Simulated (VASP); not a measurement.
Given:

```
CELL_PARAMETERS angstrom
     10.93707     0.00000     0.00000
      0.00000    10.93707     0.00000
      0.00000     0.00000    10.93707
ATOMIC_POSITIONS crystal
  Si 0.49931 0.99990 0.99976
  Si 0.62466 0.12660 0.12645
  Si 0.74896 0.25109 0.00113
  Si 0.87311 0.37573 0.12660
  Si 0.74898 0.00124 0.25093
  Si 0.87319 0.12674 0.37541
  Si 0.99947 0.00037 0.00016
  Si 0.12313 0.12617 0.12588
  Si 0.24905 0.24941 0.00066
  Si 0.37398 0.37702 0.12521
  Si 0.49966 0.50047 0.00005
  Si 0.62315 0.62638 0.12498
  Si 0.75047 0.75073 0.00046
  Si 0.87413 0.87641 0.12571
  Si 0.24903 0.00098 0.24924
  Si 0.37388 0.12535 0.37698
  Si 0.49292 0.24716 0.24715
  Si 0.75152 0.50651 0.24766
  Si 0.87455 0.62601 0.37639
  Si 0.49955 0.00008 0.50034
  Si 0.62312 0.12497 0.62620
  Si 0.75151 0.24757 0.50628
  Si 0.87438 0.37646 0.62582
  Si 0.75042 0.00048 0.75056
  Si 0.87399 0.12586 0.87628
  Si 0.99978 0.50036 0.99974
  Si 0.12311 0.62594 0.12451
  Si 0.24938 0.75039 0.00014
  Si 0.37387 0.87677 0.12463
  Si 0.99836 0.25137 0.25116
  Si 0.12416 0.37542 0.37529
  Si 0.24728 0.50068 0.24896
  Si 0.37314 0.62692 0.36865
  Si 0.49929 0.75266 0.24898
  Si 0.62461 0.87577 0.37527
  Si 0.99974 0.99990 0.50017
  Si 0.12304 0.12460 0.62586
  Si 0.24719 0.24913 0.50060
  Si 0.37318 0.36877 0.62678
  Si 0.63106 0.62698 0.62687
  Si 0.75084 0.75236 0.50035
  Si 0.87531 0.87648 0.62579
  Si 0.24939 0.00018 0.75027
  Si 0.37385 0.12469 0.87659
  Si 0.49932 0.24904 0.75258
  Si 0.62464 0.37538 0.87569
  Si 0.75086 0.50049 0.75234
  Si 0.87532 0.62597 0.87642
  Si 0.99924 0.75078 0.24939
  Si 0.12564 0.87457 0.37485
  Si 0.99921 0.50005 0.49999
  Si 0.12417 0.62497 0.62485
  Si 0.25081 0.74874 0.50128
  Si 0.37456 0.87532 0.62509
  Si 0.99905 0.24947 0.75068
  Si 0.12559 0.37514 0.87432
  Si 0.25090 0.50148 0.74865
  Si 0.37458 0.62519 0.87534
  Si 0.49830 0.74894 0.74892
  Si 0.62511 0.87445 0.87436
  Si 0.99978 0.75037 0.75028
  Si 0.12469 0.87532 0.87518
  Sb 0.53043 0.46933 0.46928
```
Cell charge +1.

Computed with PBE GGA, VASP's PBE PAW potentials (set 64) (plane waves; VASP 6.6.1). Settings: PREC = Normal, LREAL = Auto, ISYM = 0, NELECT = 252.0, 400 eV cut-off, 1×1×1 Γ-centred mesh, Gaussian smearing of 0.050 eV, potentials Si Sb. Starting moments (MAGMOM): 63*0.0317. The cell's moment is fixed (NUPDOWN = 2).

The cell is charged, with a uniform compensating background.  The supercell is sampled at Γ alone, which is coarse: total energies, pressure and levels can be off, energies of defects by several tenths of an eV.

### Question
What does the run give for the cell moment, energy per atom (σ→0)?

### Answer

| Quantity | Value |
|---|---|
| cell moment | 2.00 μB |
| energy per atom (σ→0) | -5.352 eV/atom |

### Question
Give the moment on each site (PAW-sphere projection).

### Answer

```tsv
site	moment (μB)
Si1	0.01
Si2	0.01
Si3	0.00
Si4	0.01
Si5	0.00
Si6	0.01
Si7	0.00
Si8	0.00
Si9	0.01
Si10	0.00
Si11	0.00
Si12	0.01
Si13	0.01
Si14	0.00
Si15	0.01
Si16	0.01
Si17	0.10
Si18	0.12
Si19	0.00
Si20	0.00
Si21	0.01
Si22	0.12
Si23	0.00
Si24	0.01
Si25	0.00
Si26	0.01
Si27	0.00
Si28	0.00
Si29	0.00
Si30	0.00
Si31	0.00
Si32	0.00
Si33	0.03
Si34	0.00
Si35	0.00
Si36	0.01
Si37	0.00
Si38	0.00
Si39	0.03
Si40	0.02
Si41	0.00
Si42	0.00
Si43	0.00
Si44	0.00
Si45	0.00
Si46	0.00
Si47	0.00
Si48	0.00
Si49	0.01
Si50	0.01
Si51	0.00
Si52	0.00
Si53	0.01
Si54	0.00
Si55	0.01
Si56	0.01
Si57	0.01
Si58	0.00
Si59	0.01
Si60	0.01
Si61	0.00
Si62	0.00
Sb63	0.07
```

Total energies compare only between runs with the same potentials, cut-off and functional.

The cell is a supercell with a defect, built from Si (diamond): Sb_Si-vac_Si, charge +1.
